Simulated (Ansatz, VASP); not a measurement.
One calculation of SrMg3O4, two programs

```
Sr Mg O
1.0
     3.30150    0.00000    0.00000
     0.00000    3.30150    0.00000
     0.00000    0.00000    8.97961
Sr Mg O
1 3 4
Direct
  0.00000 0.00000 0.00000
  0.50000 0.50000 0.27235
  0.00000 0.00000 0.50000
  0.50000 0.50000 0.72765
  0.50000 0.50000 0.50000
  0.00000 0.00000 0.72502
  0.50000 0.50000 0.00000
  0.00000 0.00000 0.27498
```

The cell comes from a database or a generator and needn't be the stable form of this composition.

Alike in both runs: task single point; functional LDA; k mesh 8 × 8 × 3; occupations gaussian, width 0.05 eV; no spin polarisation.

|  | VASP | Ansatz |
| --- | --- | --- |
| version | VASP 6.6.1 | Ansatz 0.2.0 |
| potentials or method | VASP PAW LDA potentials, release 64 (Sr_sv, Mg_pv, O) | Ansatz PAW |
| plane-wave cutoff (eV) | 520 | 420 |
| valence electrons in the cell | 58 | 64 |

Ansatz gave:

| Item | Value |
| --- | --- |
| gap on the k mesh at the Fermi level (eV) | 2.06 |
| least direct gap on the mesh (eV) | 2.28 |
| pressure (GPa) | -8.6 |
| largest component of the traceless stress (GPa) | 0.80 |
| rms of the force components (eV/Å) | 0.062 |

Q: Which values does VASP return?

A: gap on the k mesh at the Fermi level (eV): 2.04; least direct gap on the mesh (eV): 2.24; pressure (GPa): -8.0; largest component of the traceless stress (GPa): 0.83; rms of the force components (eV/Å): 0.058.

Atom by atom the forces differ by 0.008 eV/Å (rms over components). The two sets of potentials don't hold the same shells in valence.

Caveats: an odd mesh through Γ misses points on the zone boundary, where band edges often lie (VASP); odd divisions of the mesh miss points on the zone boundary, where band edges often lie, so the gap on the mesh can be too wide (Ansatz); the pressure holds a Pulay correction of +0.7 GPa for the finite cutoff (Ansatz); the PAW data sets come from PBE, with cores solved anew for the run's functional, which leaves a small shift of forces and pressure (Ansatz). LDA gaps usually lie below the measured ones, often by a third to a half.
